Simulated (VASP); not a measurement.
All values below come from PBEsol GGA, VASP's PBE PAW potentials (set 64) (plane waves; VASP).

VASP ran on this input.

INCAR:
```
SYSTEM=Zn4SSe3
PREC=Accurate; ENCUT=400; LREAL=.FALSE.
LASPH=.TRUE.; ICHARG=11
EDIFF=1E-7; NELM=100; ALGO=Normal
LMAXMIX=4
ISMEAR=0; SIGMA=0.05
GGA=PS
LWAVE=.FALSE.; LCHARG=.FALSE.; LORBIT=11
```

**POSCAR**
```
Zn4SSe3
1.0
  0.0000000000   2.7823559469   2.7823559469
  2.7823559469   0.0000000000   2.7823559469
 11.1359235858  11.1359235858  -0.0064997982
Zn Se S
4 3 1
Direct
  0.0107031151   0.0107031151   0.9919726637
  0.0034624064   0.0034624064   0.2474031952
  0.9969339667   0.9969339667   0.5022995250
  0.9893512866   0.9893512866   0.7579865351
  0.2559072110   0.2559072110   0.0580695917
  0.2494319456   0.2494319456   0.3129260408
  0.2428558031   0.2428558031   0.5678581477
  0.2513542656   0.2513542656   0.8114843008
```

KPOINTS:
```
k-points along high-symmetry lines
12
Line-mode
Reciprocal
  0.000000   0.000000   0.000000 ! GAMMA
  0.000000   0.000000  -0.500000 ! T

  0.000000   0.000000  -0.500000 ! T
 -0.328125   0.328125  -0.500000 ! H_2

 -0.343750   0.328125  -0.187500 ! H_0
  0.000000   0.500000   0.500000 ! L

  0.000000   0.500000   0.500000 ! L
  0.000000   0.000000   0.000000 ! GAMMA

  0.000000   0.000000   0.000000 ! GAMMA
 -0.335938   0.335938   0.000000 ! S_0

 -0.335938   0.328125  -0.343750 ! S_2
 -0.500000   0.000000  -1.000000 ! F

 -0.500000   0.000000  -1.000000 ! F
  0.000000   0.000000   0.000000 ! GAMMA
```

POTCAR, in this order: Zn Se S (PBE.64 set). Program: vasp_std. Read from the step before: CHGCAR.

The resulting files:

File OUTCAR:
```
 ion  position               nearest neighbor table
   1  0.011  0.011  0.992-   8 2.32   5 2.43   5 2.43   5 2.43
   2  0.003  0.003  0.247-   6 2.42   6 2.42   6 2.42   5 2.44
   3  0.997  0.997  0.502-   7 2.42   7 2.42   7 2.42   6 2.44
   4  0.989  0.989  0.758-   8 2.37   8 2.37   8 2.37   7 2.45
   5  0.256  0.256  0.058-   1 2.43   1 2.43   1 2.43   2 2.44
   6  0.249  0.249  0.313-   2 2.42   2 2.42   2 2.42   3 2.44
   7  0.243  0.243  0.568-   3 2.42   3 2.42   3 2.42   4 2.45
   8  0.251  0.251  0.811-   1 2.32   4 2.37   4 2.37   4 2.37
  LATTYP: Found a trigonal (rhomboedric) cell.
 ALAT       =    13.0614924229
 COS(alpha) =     0.9546225830
 Subroutine PRICEL returns:
 Original cell was already a primitive cell.
 Subroutine GETGRP returns: Found  6 space group operations
The static configuration has the point symmetry C_3v.
The dynamic configuration has the point symmetry C_3v.
 Subroutine INISYM returns: Found  6 space group operations
   k-points           NKPTS =     84   k-points in BZ     NKDIM =     84   number of bands    NBANDS=     43
   number of dos      NEDOS =    301   number of ions     NIONS =      8
   total plane-waves  NPLWV =  84672
   dimension x,y,z NGX =    28 NGY =   28 NGZ =  108
   dimension x,y,z NGXF=    56 NGYF=   56 NGZF=  216
   ions per type =               4   3   1
   PREC   = accura    normal or accurate (medium, high low for compatibility)
   ISTART =      0    job   : 0-new  1-cont  2-samecut
   ICHARG =     11    charge: 1-file 2-atom 10-const
   ISPIN  =      1    spin polarized calculation?
   LNONCOLLINEAR =      F non collinear calculations
   LSORBIT =      F    spin-orbit coupling
   INIWAV =      1    electr: 0-lowe 1-rand  2-diag
   ENCUT  =  400.0 eV  29.40 Ry    5.42 a.u.   6.42  6.42 25.68*2*pi/ulx,y,z
   NELM   =    100;   NELMIN=  2; NELMDL= -5     # of ELM steps
   EDIFF  = 0.1E-06   stopping-criterion for ELM
   LREAL  =      F    real-space projection
   NLSPLINE    = F    spline interpolate recip. space projectors
   LMAXMIX     =    4 max onsite mixed and CHGCAR
   VOSKOWN=      0    Vosko Wilk Nusair interpolation
   EDIFFG = 0.1E-05   stopping-criterion for IOM
   NSW    =      0    number of steps for IOM
...
```

**OSZICAR**
```
       N       E                     dE             d eps       ncg     rms          rms(c)
DAV:   1     0.507967169007E+03    0.50797E+03   -0.29020E+04  7224   0.166E+03
DAV:   2     0.403842591621E+02   -0.46758E+03   -0.45612E+03  7310   0.391E+02
DAV:   3    -0.206494977822E+02   -0.61034E+02   -0.59767E+02  8199   0.134E+02
DAV:   4    -0.229811242394E+02   -0.23316E+01   -0.23216E+01  8308   0.256E+01
DAV:   5    -0.230125385094E+02   -0.31414E-01   -0.31386E-01  8464   0.268E+00
DAV:   6    -0.230131133552E+02   -0.57485E-03   -0.57468E-03  8320   0.367E-01
DAV:   7    -0.230131338280E+02   -0.20473E-04   -0.20469E-04  8537   0.617E-02
DAV:   8    -0.230131345172E+02   -0.68920E-06   -0.68898E-06  8320   0.111E-02
DAV:   9    -0.230131345479E+02   -0.30729E-07   -0.30816E-07  6185   0.214E-03
   1 F= -.23013135E+02 E0= -.23013135E+02  d E =-.191024E-14
```

**OUTCAR**
```
 val. band max:        1.8849788966   @ k =   0.0000   0.0000   0.0000

 cond. band min:       3.1779075236   @ k =   0.0000   0.0000   0.0000



 k-point     1 :       0.0000    0.0000    0.0000
  band No.  band energies     occupation
      1     -11.6007      2.00000
      2     -11.2110      2.00000
      3     -11.2007      2.00000
      4     -10.7314      2.00000
      5      -4.8843      2.00000
      6      -4.8843      2.00000
      7      -4.8392      2.00000
      8      -4.7459      2.00000
      9      -4.7401      2.00000
     10      -4.7401      2.00000
     11      -4.7369      2.00000
     12      -4.7029      2.00000
     13      -4.7029      2.00000
     14      -4.6781      2.00000
     15      -4.6781      2.00000
     16      -4.4577      2.00000
     17      -4.4577      2.00000
     18      -4.3616      2.00000
     19      -4.3616      2.00000
     20      -4.3584      2.00000
     21      -4.3584      2.00000
     22      -4.3449      2.00000
     23      -4.3449      2.00000
     24      -4.2116      2.00000
     25      -3.6577      2.00000
     26      -1.3829      2.00000
     27      -1.2563      2.00000
     28       0.6155      2.00000
     29       0.6156      2.00000
     30       1.2638      2.00000
     31       1.2638      2.00000
     32       1.4790      2.00000
     33       1.4790      2.00000
     34       1.7488      2.00000
     35       1.8850      2.00000
     36       1.8850      2.00000
     37       3.1779      0.00000
     38       4.3447      0.00000
     39       4.6797      0.00000
     40       4.7854      0.00000
     41       7.6181      0.00000
     42       7.6189      0.00000
     43       7.6330      0.00000

 k-point     2 :       0.0000    0.0000   -0.0455
  band No.  band energies     occupation
      1     -11.5998      2.00000
      2     -11.2365      2.00000
      3     -11.1748      2.00000
      4     -10.7327      2.00000
      5      -4.8843      2.00000
      6      -4.8843      2.00000
...
```

The density is held fixed in this step, so its total energy and stress have no physical meaning.

The structure was generated: Zn4SSe3 was put into an ordered model structure (R3m), which need not be its known phase. It was relaxed first.
